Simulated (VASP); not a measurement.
Here is the system:

```
CELL_PARAMETERS angstrom
      4.91487     0.00000     0.00000
      0.00000     4.91487     0.00000
      0.00000     0.00000     4.91487
ATOMIC_POSITIONS crystal
  Sr 0.00000 0.00000 0.00000
  Zr 0.50000 0.50000 0.50000
  S  0.00000 0.50000 0.50000
  S  0.50000 0.50000 0.00000
  S  0.50000 0.00000 0.50000
```

Level of theory: PBE GGA, VASP's PBE PAW potentials (set 64) (plane waves; VASP). Settings: 300 eV cut-off, 7×7×7 Γ-centred mesh, Fermi-Dirac smearing of 0.10 eV, potentials Sr_sv Zr_sv S.

Problem. Give the energies of bands 12 to 23 at the high-symmetry points, in eV from the valence-band maximum.

Solution. 
```json
[
 {"band": "12", "Γ": "-3.25", "X": "-4.36", "M": "-4.71", "R": "-5.10"},
 {"band": "13", "Γ": "-3.25", "X": "-2.95", "M": "-4.55", "R": "-4.19"},
 {"band": "14", "Γ": "-3.25", "X": "-2.95", "M": "-4.03", "R": "-4.19"},
 {"band": "15", "Γ": "-1.32", "X": "-2.75", "M": "-2.91", "R": "-4.19"},
 {"band": "16", "Γ": "-1.32", "X": "-2.75", "M": "-2.91", "R": "-4.00"},
 {"band": "17", "Γ": "-1.32", "X": "-2.75", "M": "-2.07", "R": "-4.00"},
 {"band": "18", "Γ": "-0.46", "X": "-2.04", "M": "-2.07", "R": "0.00"},
 {"band": "19", "Γ": "-0.46", "X": "-0.79", "M": "-1.96", "R": "0.00"},
 {"band": "20", "Γ": "-0.46", "X": "-0.79", "M": "-0.11", "R": "0.00"},
 {"band": "21", "Γ": "0.39", "X": "0.58", "M": "3.07", "R": "2.78"},
 {"band": "22", "Γ": "0.39", "X": "3.04", "M": "3.07", "R": "3.78"},
 {"band": "23", "Γ": "0.39", "X": "3.11", "M": "3.28", "R": "3.79"}
]
```

The gap is indirect, 0.39 eV, from the valence maximum at R to the conduction minimum at Γ.

The structure was generated: SrZrS3 was put into an ordered model structure, which need not be its known phase. The cell was not relaxed at this level.
